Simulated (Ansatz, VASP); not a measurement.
**Cross-check of Nb2COF (Nb2COF MXene, 1 layer) between VASP and Ansatz**

Wanted: the spread between two codes on one cell, functional and k mesh. The structure shown is the start of the Ansatz relaxation below; VASP solves that cell, so the two are compared at the walk's first step.

Program: Ansatz 0.2.0. Level of theory: plane waves, with VASP 6.6.1 beside it; single point at PBE. Results are calculated unless marked as measured.

### Step 1. Set-up

The cell holds 5 atoms: 1 F, 2 Nb, 1 C and 1 O. Its edges and angles: a = 3.151 Å, b = 3.151 Å, c = 21.543 Å, α = 90.0°, β = 90.0°, γ = 120.0°. Vacuum lies along c.

### Step 2. Ansatz: relaxation, PBE

Ansatz runs on its default PAW (the set named soft_2) files.

The two programs are compared at the cell with which this relaxation starts, whose forces are those of its first step.

input.yaml reads:

```yaml
crystal:
  lattice:
    - [3.150576, 0.0, 0.0]
    - [-1.575288, 2.7284788526, 0.0]
    - [0.0, 0.0, 21.5426923708]
  atoms:
    - { symbol: F, position: [0.3333333333, 0.6666666667, 0.3945653521] }
    - { symbol: Nb, position: [0.6666666667, 0.3333333333, 0.438046439] }
    - { symbol: C, position: [0.0, 0.0, 0.4957520094] }
    - { symbol: Nb, position: [0.3333333333, 0.6666666667, 0.5534575798] }
    - { symbol: O, position: [0.6666666667, 0.3333333333, 0.6054346479] }
kpoints:
  mp_grid: { grid: [12, 12, 1] }
hamiltonian:
  xc: pbe
scf:
  occupations: { method: fermi_dirac, width: 0.05 }
  convergence: { dr2_threshold: 1.0e-08 }
efield:
  axis: 3
  dipole_correction: true
  ramp_position: 0.97
  ramp_width: 0.04
relax:
  f_tol: 0.01
  cell: { fix: [c, alpha, beta] }
output:
  write_potential: true
  write_density: true
  volumetric_format: npy
```

Command:

```sh
ansatz run input.yaml --threads 4 --pin off --max-ram 8192MiB --backend cpu --events-out ev --progress --plain --runs-dir out
```

Numbers of over 12 decimals in the logs are rounded to 6 here.

Log:

```text
Warning: relax.cell: scf.convergence.dr2_threshold = 1e-8 eV is looser than the 5e-10 eV advised for a relaxation that steers and ends on the stress (1e-10 eV for each atom of the cell: 5). What an SCF threshold leaves in a stress goes as its square root, and in the free energy as the threshold itself, and one threshold admits the most on a small cell: [figures from the program's tests cut] Set scf.convergence.dr2_threshold to 5e-10 eV or tighter. The threshold is an SCF's pass mark: one that does not reach it within its budget of iterations ends unconverged, or closes short of it on a stop that the run arms, and scf.convergence.dr2_threshold's page says what that costs each kind of run
Engine: ansatz 0.2.0, aarch64-unknown-linux-gnu
Pseudopotentials: kind: paw
Pseudopotential: F, paw, valence charge 7, recommended cutoff 420 eV (normal), F.paw.azcp
Pseudopotential: Nb, paw, valence charge 13, recommended cutoff 420 eV (normal), Nb.paw.azcp
Pseudopotential: C, paw, valence charge 4, recommended cutoff 420 eV (normal), C.paw.azcp
Pseudopotential: O, paw, valence charge 6, recommended cutoff 420 eV (normal), O.paw.azcp
Functional definition: PBE
  parameter kappa = 0.804
  parameter beta = 0.066725
  exchange = pbe_x(kappa = kappa, mu = beta*pi^2/3)
  correlation = pbe_c(beta = beta)
Crystal: 5 atoms, lattice volume = 185.187 Å³
Basis set: ecut = 420 eV, 3611 PW (Γ), exchange–correlation on 48×48×288 points (8 copies of the dense FFT grid, shifted against one another)
Bands: 27, of which v1, the nominal top of the filled ones, is band 22 counted from 1 (21 counted from 0)
Symmetry: 6 space group operations
Space group: P3m1 (ITA 156), of the structure as read, at distance tolerance 5.7e-5 Å
k-points: 19 of 144 (time reversal used)
Non-local potential: F, projectors of the file, l = 0: 2, l = 1: 2, l = 2: 1
Non-local potential: Nb, projectors of the file, l = 0: 3, l = 1: 2, l = 2: 2, l = 3: 1
Non-local potential: C, projectors of the file, l = 0: 2, l = 1: 2, l = 2: 1
Non-local potential: O, projectors of the file, l = 0: 2, l = 1: 2, l = 2: 1
PAW form: soft (Blöchl's): semilocal exchange-correlation on the pseudo side does not see the compensation charge
PAW one-centre angular grid: F, 110 points (default); XC on 64 Gauss nodes
PAW one-centre angular grid: Nb, 590 points (default); XC on 64 Gauss nodes
PAW one-centre angular grid: C, 110 points (default); XC on 64 Gauss nodes
PAW one-centre angular grid: O, 110 points (default); XC on 64 Gauss nodes
Initial density: superposition of atomic densities (neutral atoms: chi_scale 0, normalization atom), corrected by the library's trained network
Initial wavefunctions: pseudopotential atomic-orbital guess
Functional: x = pbe(κ = 0.804, μ = 0.219515), c = pbe(β = 0.066725)
SCF iter   1: F=—  HF=-10733.048663 eV  |F-HF|=—  |Δ(HF+E_count)|=         —  Δρ=6.20e-3  dr2=1.80e-1  ethr=1.77e-3  p=-0.171 e·Å  D=-1.67e-1 V/Å  ΔV_dip=3.59 eV  dr2_dipole=3.26e-3  V_vac-E_F(+/−)=5.75/2.16 eV  ⟨swp⟩=8.4  Hψ=3041  notcnv=0
efield: sawtooth ramp at fractional position 0.9700 (set: `efield.ramp_position`, or a place that a band, a saddle search or an elastic batch's reference lends), width 0.0400; the density the first Hamiltonian is built on has a dipole p = -0.171 e·Å; the dipole correction subtracts the counter field D = -1.67e-1 V/Å, which shifts the + side's vacuum level by +3.59 eV against the − side's; the planar-averaged density in the ramp window peaks in size at 3.4e-5 e/Å³
preconditioner: auto → LDOS  [insulator: Δε(μ)=0.180 eV  Ē_g=8.902 eV  σ=0.050 eV  W_gap=0.57  n_scr=14 (ndim 8)  ℏωp=13.6 eV  f_vac=0.669  D(μ)=2.23/eV (n_scr^D=10)  ε∞_Penn≈3.3  β→1.0]
SCF iter   2: F=—  HF=-10733.034462 eV  |F-HF|=—  |Δ(HF+E_count)|=   1.42e-2  Δρ=4.27e-3  dr2=5.72e-2  ethr=4.18e-4  p=-0.209 e·Å  D=-2.04e-1 V/Å  ΔV_dip=4.40 eV  dr2_dipole=6.15e-3  V_vac-E_F(+/−)=5.83/1.43 eV  ⟨swp⟩=2.9  Hψ=1032  notcnv=0
SCF iter   3: F=—  HF=-10733.028761 eV  |F-HF|=—  |Δ(HF+E_count)|=   5.70e-3  Δρ=1.23e-3  dr2=5.36e-3  ethr=1.33e-4  p=-0.205 e·Å  D=-2.00e-1 V/Å  ΔV_dip=4.31 eV  dr2_dipole=2.74e-4  V_vac-E_F(+/−)=5.93/1.62 eV  ⟨swp⟩=2.9  Hψ=909  notcnv=0
SCF iter   4: F=—  HF=-10733.027590 eV  |F-HF|=—  |Δ(HF+E_count)|=   1.17e-3  Δρ=5.22e-4  dr2=7.63e-4  ethr=1.25e-5  p=-0.213 e·Å  D=-2.08e-1 V/Å  ΔV_dip=4.47 eV  dr2_dipole=4.38e-6  V_vac-E_F(+/−)=5.91/1.44 eV  ⟨swp⟩=2.5  Hψ=843  notcnv=0
SCF iter   5: F=—  HF=-10733.027532 eV  |F-HF|=—  |Δ(HF+E_count)|=   5.74e-5  Δρ=1.38e-4  dr2=4.04e-5  ethr=1.77e-6  p=-0.215 e·Å  D=-2.10e-1 V/Å  ΔV_dip=4.52 eV  dr2_dipole=2.18e-6  V_vac-E_F(+/−)=5.91/1.39 eV  ⟨swp⟩=2.8  Hψ=872  notcnv=0
[...]
SCF 6 converged in 5 iterations: F = -10734.475203 eV  dr2 = 1.26e-9
relax step   6: F+E_penalty+E_count = -10734.47520310 eV  Δ(F+E_penalty+E_count) = +3.478e-5 eV  max|allowed force component| = 9.607e-3 eV/Å  Δτ_max = 0.0008 Å  P = -0.001 GPa  Ω = 184.302 Å³  energy of the carried Pulay correction = +8.567e-4 eV  fix = [c, alpha, beta]  reactions: c -0.003 GPa  (5 SCF iters, accepted)
Initial wavefunctions: pseudopotential atomic-orbital guess (no wavefunctions were taken with the density)
iter 1 solved again at ethr=5.82e-7 eV; its pass at ethr=3.10e-3 eV (dr2=2.50e-4 eV) is discarded
SCF iter   1: F=—  HF=-10734.474404 eV  |F-HF|=—  |Δ(HF+E_count)|=         —  Δρ=2.30e-5  dr2=1.42e-7  ethr=5.82e-7  p=-0.053 e·Å  D=-5.17e-2 V/Å  ΔV_dip=1.11 eV  dr2_dipole=3.54e-11  V_vac-E_F(+/−)=5.90/4.78 eV  ⟨swp⟩=4.1  Hψ=4574  notcnv=0
efield: sawtooth ramp at fractional position 0.9700 (set: `efield.ramp_position`, or a place that a band, a saddle search or an elastic batch's reference lends), width 0.0400; the density the first Hamiltonian is built on has a dipole p = -0.053 e·Å; the dipole correction subtracts the counter field D = -5.17e-2 V/Å, which shifts the + side's vacuum level by +1.11 eV against the − side's; the planar-averaged density in the ramp window peaks in size at 4.0e-7 e/Å³
eigensolver tolerance schedule: the retry pair's looser diagonalisation over-reported the residual by 1754.56 of it (diagonalisation noise at 0.49 of the residual, at the tolerance the schedule requests for it); recorded, not acted on — ethr = c·dr2/N_el stays at c = 1.0e-1
preconditioner: auto → LDOS  [metal: Δε(μ)=0.052 eV  Ē_g=8.527 eV  σ=0.050 eV  W_gap=0.25  n_scr=14 (ndim 8)  ℏωp=13.7 eV  f_vac=0.663  D(μ)=1.65/eV (n_scr^D=8)  β→1.0]
SCF iter   2: F=—  HF=-10734.474359 eV  |F-HF|=—  |Δ(HF+E_count)|=   4.57e-5  Δρ=9.60e-6  dr2=9.47e-8  ethr=3.31e-10  p=-0.053 e·Å  D=-5.17e-2 V/Å  ΔV_dip=1.11 eV  dr2_dipole=8.55e-11  V_vac-E_F(+/−)=5.90/4.78 eV  ⟨swp⟩=4.0  Hψ=1420  notcnv=0
SCF iter   3: F=-10734.474359 eV  HF=-10734.474359 eV  |F-HF|=3.77e-8  |Δ(HF+E_count)|=  2.29e-10  Δρ=2.46e-6  dr2=8.68e-9  ethr=2.33e-11  p=-0.053 e·Å  D=-5.17e-2 V/Å  ΔV_dip=1.11 eV  dr2_dipole=5.81e-12  V_vac-E_F(+/−)=5.90/4.78 eV  ⟨swp⟩=12.2  Hψ=4583  notcnv=0
SCF 7 converged in 3 iterations: F = -10734.474359 eV  dr2 = 8.68e-9
relax step   7: F+E_penalty+E_count = -10734.47435859 eV  Δ(F+E_penalty+E_count) = +8.445e-4 eV  max|allowed force component| = 9.513e-3 eV/Å  Δτ_max = 0.0000 Å  P = -0.002 GPa  Ω = 184.302 Å³  fix = [c, alpha, beta]  reactions: c +0.003 GPa  stress off target by 4.38e-3 GPa on what of the cell is left free  SCF on the basis re-selected at this cell (its energy is not comparable with the rows above)  (3 SCF iters)
basis re-selected at this cell: Δ(F+E_penalty+E_count) = +8.445e-4 eV, ΔP = -0.001 GPa vs the last step (what re-selecting the basis moved, of the pressure what is left beyond the Pulay correction that the steps carried, after the strain that the cell walked since its last selection, with what the two solves' SCF thresholds leave and, on support functions, any second-order correction that the steps lacked; it is no m [...]
WARN: The output density's exchange-correlation potential varies sharply where the density is thin. Do not read a vacuum level from v_tot or v_xc, or from such a field of the output density. On a cell that repeats whose density bears no net charge and no dipole along the vacuum's axis use v_es (v_loc + v_h of the components); under efield.dipole_correction with no amplitude use v_es + v_field, which holds any externa [...]
SCF converged after 3 iterations
Free energy (F): -10734.474359 eV
Harris-Foulkes:  -10734.474359 eV  (|F-HF|=3.77e-8)
Internal energy: -10734.461409 eV  (E = F + TS)
E sigma→0 (E₀):  -10734.467884 eV
Entropy (-TS):   -0.012949 eV (-2.590 meV/atom)
Fermi energy:    1.036310 eV
Dipole field:    D = -0.051700 V/Å  (p = -0.052657 e·Å, saw-weighted, corrected)
Work function:   Φ+ = 5.8965 eV   Φ− = 4.7827 eV
Levels:          The Fermi level and band energies are counted from a zero that moves with the ramp; work functions are not
--- Per-component energies (eV) ---
  E_band       = -776.373710
  E_kinetic    = 1260.416157
  E_local      = -39462.930314  (includes V_loc(G=0)·N_el)
  E_nonlocal   = 383.974464
  E_hartree    = 19023.095548
  E_xc         = -554.207783
  E_vxc        = -683.877037  (∫ρ·V_xc dr)
  E_paw        = -6602.380189  (= ΣΔE_a)
  E_vpaw       = -320.442396  (= ΣTr[D̂ρ^β])
  E_aug_tail   = 0.004496  (compensation charges beyond the density's cutoff)
  E_efield     = 0.001361  (sawtooth field / dipole correction)
  E_vefield    = 0.284532  (∫n·V_field dr)
  E_ewald      = 15217.564850
  E_smearing   = -0.012949  (= −TS)
  E_closure    = 0.000000  (closes the sum)
  Σ components = -10734.474359   (vs F -10734.474359, Δ=0.00e0)
--- Forces (eV/Å), atoms counted from 1 ---
  atom   1  F     -0.00000000    -0.00000000     0.00181980
  atom   2  Nb     0.00000000     0.00000000     0.00188634
  atom   3  C     -0.00000000    -0.00000000    -0.00950981
  atom   4  Nb     0.00000000     0.00000000     0.00229210
  atom   5  O      0.00000000     0.00000000     0.00352572
  max |Σ_I F_I| component: 1.42e-5 eV/Å
--- Stress (GPa, compression-positive) ---
       -0.004382       0.000000      -0.000000
        0.000000      -0.004382       0.000000
       -0.000000       0.000000       0.002789
  P = ⅓ Tr σ = -0.0020 GPa (-0.020 kbar)
--- Band table (eV; the first three rows and the last of 19) ---
  k-point 0: bands = [... 18 lower, -2.0868, -2.0868, 0.1840, 0.1840, 0.9836, 2.4831, 2.4831, 3.0918, ... 1 higher]
  k-point 1: bands = [... 18 lower, -2.1932, -2.1541, 0.0494, 0.3219, 1.0131, 2.4239, 2.6036, 3.1786, ... 1 higher]
  k-point 2: bands = [... 18 lower, -2.4065, -2.1585, -0.2559, 0.7149, 1.0651, 2.4603, 2.8322, 3.2995, ... 1 higher]
  k-point 18: bands = [... 18 lower, -2.8950, -2.8586, 0.8095, 1.1799, 1.8586, 2.7988, 3.3415, 3.8373, ... 1 higher]
--- Relaxed structure (6 steps of the walk, 6 accepted, 1 SCFs on fresh bases) ---
  F+E_penalty+E_count = -10734.47435859 eV   max|allowed force component| = 9.513e-3 eV/Å   (the final SCF, on the basis selected at the relaxed cell)
  cell:  # Å, volume = 184.3018 Å³
    - [3.143037, -2.790045115938646e-19, 0]
    - [-1.571518, 2.721950, 0]
    - [0, 0, 21.5426923708]
  atoms:
    - { symbol: F, position: [0.333333, 0.666667, 0.379879] }
    - { symbol: Nb, position: [0.666667, 0.333333, 0.445703] }
    - { symbol: C, position: [2.2018303151960196e-18, 0, 0.498652] }
    - { symbol: Nb, position: [0.333333, 0.666667, 0.556714] }
    - { symbol: O, position: [0.666667, 0.333333, 0.606308] }
```

The column dr2 measures how far the density is from self-consistency, as an energy; F and HF (Harris–Foulkes) agree once it is small.

(Continued in part 2 of 2.)

[Lines on the potential files, build, host, timing and source positions are cut from VASP's logs without a mark.]

[Logs are printed without paths, hosts, clocks, repeated set-up lines and the standing remarks that a program may print on its own settings, such as how far it seeks lower states.]

[Hosts, paths, dates, database ids (printed as entryN), source tags and the programs' standing remarks are cut or masked in the printed files.]
